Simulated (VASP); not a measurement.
A run of VASP 6.6.1 is set up as follows.

The input INCAR:

```
  PREC = Accurate
  ENCUT = 520
  EDIFF = 1E-6
  ISMEAR = 1
  SIGMA = 0.1
  LREAL = F
  LASPH = T
  NELM = 80
  ALGO = Normal
  ISIF = 2
  LWAVE = F
  LCHARG = F
  GGA = MK
  LUSE_VDW = T
  AGGAC = 0.0
  PARAM1 = 0.1234
  PARAM2 = 0.711357
  ZAB_VDW = -1.8867
  ICORELEVEL = 1
```

Contents of KPOINTS:

```
regular mesh
0
Gamma
  9 9 14
```

The input POSCAR:

```
Sb
1.0
    4.3625490300      0.0000000000      0.0000000000
   -2.1812754900      3.7780788400      0.0000000000
    2.1812744800      1.2593597800      3.7715460000
Sb
2
Direct
    0.5304080000      0.7652040000      0.7043880000
    0.4695920000      0.2347960000      0.2956120000
```

Potentials or basis: VASP PAW PBE potentials, release 64 (Sb).

Run with:

```sh
$ cat potpaw_PBE.64/Sb/POTCAR > POTCAR
$ mpirun -np 1 vasp_std > vasp.out
```

Question: Predict the pressure.

Answer: 0.0 GPa.

Question: Predict the band gap on the k mesh.

Answer: None (metal or under the smearing width).

Question: Predict the largest force.

Answer: 0.035 eV/Å.

Stress tensor (GPa, compression positive):
```
 0.05  0.00  0.00
 0.00  0.05  0.00
 0.00  0.00 -0.07
```

Caveat: the PAW data sets were made with another functional, which shifts forces and pressure a little. The run has no spin-orbit coupling, so splittings on Sb are missing.
